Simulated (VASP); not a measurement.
Method: LDA (Ceperley-Alder, Perdew-Zunger), VASP's LDA PAW potentials (set 64) (plane waves; VASP).

The input files of a VASP run:

### INCAR
```
SYSTEM = NiSi2
PREC = Accurate
ENCUT = 500
EDIFF = 1E-6
NELM = 100
ALGO = Normal
LREAL = .FALSE.
LASPH = .TRUE.
ISMEAR = 1
SIGMA = 0.1
LMAXMIX = 4
LWAVE = .FALSE.
LCHARG = .FALSE.
IBRION = 2
ISIF = 3
NSW = 40
EDIFFG = -0.02
PSTRESS = 300
```

POSCAR:
```
NiSi2
1
    0.0000000000     2.5911485990     2.5911485990
    2.5911485990     0.0000000000     2.5911485990
    2.5911485990     2.5911485990     0.0000000000
Si Ni
2 1
Direct
  0.2500000000   0.2500000000   0.2500000000
  0.7500000000   0.7500000000   0.7500000000
  0.0000000000   0.0000000000   0.0000000000
```

File KPOINTS:
```
Automatic mesh
0
Gamma
 10 10 10
0 0 0
```

POTCAR, in this order: Si Ni (LDA.64 set). Program: vasp_std.

What VASP printed:

File OSZICAR:
```
       N       E                     dE             d eps       ncg     rms          rms(c)
DAV:   1     0.699649804920E+02    0.69965E+02   -0.79346E+03  1238   0.140E+03
DAV:   2    -0.178305809774E+02   -0.87796E+02   -0.82755E+02  1262   0.259E+02
DAV:   3    -0.218255038389E+02   -0.39949E+01   -0.39302E+01  1604   0.623E+01
DAV:   4    -0.219014441711E+02   -0.75940E-01   -0.75794E-01  1488   0.813E+00
DAV:   5    -0.219034557839E+02   -0.20116E-02   -0.20112E-02  1545   0.137E+00    0.177E+01
DAV:   6    -0.248664413949E+02   -0.29630E+01   -0.47058E+01  1350   0.177E+02    0.214E+01
DAV:   7    -0.197533960331E+02    0.51130E+01   -0.14404E+01  1483   0.114E+02    0.393E+00
DAV:   8    -0.197679741125E+02   -0.14578E-01   -0.16726E+00  1875   0.198E+01    0.295E+00
DAV:   9    -0.196923877221E+02    0.75586E-01   -0.28476E-01  1491   0.128E+01    0.499E-01
DAV:  10    -0.196919415978E+02    0.44612E-03   -0.11158E-02  1661   0.198E+00    0.214E-01
DAV:  11    -0.196918255647E+02    0.11603E-03   -0.54964E-04  1804   0.281E-01    0.494E-02
DAV:  12    -0.196918332290E+02   -0.76642E-05   -0.28347E-05  1914   0.954E-02    0.169E-02
DAV:  13    -0.196918297150E+02    0.35140E-05   -0.77833E-06  1693   0.707E-02    0.583E-03
DAV:  14    -0.196918297627E+02   -0.47688E-07   -0.10271E-06   931   0.119E-02
   1 F= -.13176782E+02 E0= -.13176530E+02  d E =-.131768E+02
       N       E                     dE             d eps       ncg     rms          rms(c)
DAV:   1    -0.220649535587E+02   -0.23731E+01   -0.28305E+01  1509   0.122E+02    0.178E+01
DAV:   2    -0.254099603535E+02   -0.33450E+01   -0.64069E+01  1357   0.211E+02    0.220E+01
DAV:   3    -0.188992472905E+02    0.65107E+01   -0.18236E+01  1462   0.129E+02    0.382E+00
DAV:   4    -0.189317624903E+02   -0.32515E-01   -0.18512E+00  1816   0.176E+01    0.275E+00
DAV:   5    -0.189048729463E+02    0.26890E-01   -0.15237E-01  1547   0.960E+00    0.117E+00
DAV:   6    -0.188942610733E+02    0.10612E-01   -0.48075E-02  1552   0.562E+00    0.334E-01
DAV:   7    -0.188946288886E+02   -0.36782E-03   -0.45571E-03  1743   0.149E+00    0.169E-01
DAV:   8    -0.188944688283E+02    0.16006E-03   -0.90699E-04  1578   0.770E-01    0.177E-02
DAV:   9    -0.188944741324E+02   -0.53041E-05   -0.54775E-05  1437   0.600E-02    0.122E-02
DAV:  10    -0.188944737145E+02    0.41790E-06   -0.11168E-06   961   0.249E-02
   2 F= -.13043923E+02 E0= -.13043496E+02  d E =0.132858E+00
       N       E                     dE             d eps       ncg     rms          rms(c)
DAV:   1    -0.207793536266E+02   -0.18849E+01   -0.13364E+01  1422   0.874E+01    0.100E+01
DAV:   2    -0.216407531077E+02   -0.86140E+00   -0.17940E+01  1609   0.128E+02    0.122E+01
DAV:   3    -0.195877345939E+02    0.20530E+01   -0.91993E+00  1378   0.764E+01    0.316E+00
DAV:   4    -0.195362466167E+02    0.51488E-01   -0.30676E-01  1639   0.975E+00    0.171E+00
DAV:   5    -0.195111951020E+02    0.25052E-01   -0.20834E-02  1944   0.331E+00    0.519E-01
DAV:   6    -0.195096133003E+02    0.15818E-02   -0.37363E-03  1873   0.117E+00    0.165E-01
DAV:   7    -0.195096344489E+02   -0.21149E-04   -0.20577E-04  1402   0.124E-01    0.141E-01
DAV:   8    -0.195096306432E+02    0.38057E-05   -0.15800E-04  1631   0.236E-01    0.468E-02
DAV:   9    -0.195096223555E+02    0.82877E-05   -0.11013E-05  1747   0.840E-02    0.375E-02
DAV:  10    -0.195096195334E+02    0.28221E-05   -0.56226E-06  1360   0.176E-02    0.499E-03
DAV:  11    -0.195096196292E+02   -0.95832E-07   -0.32569E-07   721   0.101E-02
   3 F= -.13215952E+02 E0= -.13216070E+02  d E =-.391703E-01
       N       E                     dE             d eps       ncg     rms          rms(c)
DAV:   1    -0.195042207290E+02    0.53988E-02   -0.20210E-03  1453   0.105E+00    0.134E-01
DAV:   2    -0.195044734786E+02   -0.25275E-03   -0.38781E-03  1476   0.176E+00    0.176E-01
DAV:   3    -0.195040179563E+02    0.45552E-03   -0.16395E-03  1448   0.116E+00    0.227E-02
DAV:   4    -0.195040129550E+02    0.50013E-05   -0.38960E-05  1307   0.569E-02    0.696E-03
DAV:   5    -0.195040122130E+02    0.74203E-06   -0.18506E-06   938   0.343E-02
   4 F= -.13215978E+02 E0= -.13216097E+02  d E =-.391965E-01
```

File OUTCAR:
```
------------------------ aborting loop because EDIFF is reached ----------------------------------------
  FORCE on cell =-STRESS in cart. coord.  units (eV):
  Direction    XX          YY          ZZ          XY          YZ          ZX
  --------------------------------------------------------------------------------------
  Total        6.2759230      6.2759230      6.2759230      0.0000000      0.0000000     -0.0000000
  in kB      299.4221881    299.4221881    299.4221881      0.0000000      0.0000000     -0.0000000
  external PRESSURE =      -0.5778119 kB  Pullay stress =     300.0000000 kB
  volume of cell :       33.58
      direct lattice vectors                 reciprocal lattice vectors
     0.000000000  2.560696287  2.560696287    -0.195259392  0.195259392  0.195259392
     2.560696287  0.000000000  2.560696287     0.195259392 -0.195259392  0.195259392
     2.560696287  2.560696287  0.000000000     0.195259392  0.195259392 -0.195259392
 POSITION                                       TOTAL-FORCE (eV/Angst)
 -----------------------------------------------------------------------------------
      1.28035      1.28035      1.28035        -0.000000     -0.000000     -0.000000
      3.84104      3.84104      3.84104         0.000000      0.000000      0.000000
      2.56070      0.00000      2.56070         0.000000      0.000000      0.000000
 -----------------------------------------------------------------------------------
    total drift:                                0.000000     -0.000000      0.000000
  FREE ENERGIE OF THE ION-ELECTRON SYSTEM (eV)
  ---------------------------------------------------
  free  energy   TOTEN  =       -19.5040122130 eV

  energy  without entropy=      -19.5043691257  energy(sigma->0) =      -19.50413118
  enthalpy is  TOTEN    =       -13.2159781841 eV   P V=        6.2880340289

 reached required accuracy - stopping structural energy minimisation
```
(Selected blocks of OUTCAR.)

### CONTCAR
```
NiSi2
   1.00000000000000
     0.0000000000000000    2.5606962871243839    2.5606962871243839
     2.5606962871243839    0.0000000000000000    2.5606962871243839
     2.5606962871243839    2.5606962871243839    0.0000000000000000
  Si              Ni
     2     1
Direct
     0.2500000000000000    0.2500000000000000    0.2500000000000000
     0.7500000000000000    0.7500000000000000    0.7500000000000000
     0.0000000000000000    1.0000000000000000    0.0000000000000000
```

Energy and stress use the plane-wave basis of the starting cell.

The compound is NiSi2 in the fluorite structure. This run relaxes it under an external pressure of 30 GPa. Symmetry was kept, so distortions that lower it aren't found. The run is not spin-polarised, so no magnetic state was tried.
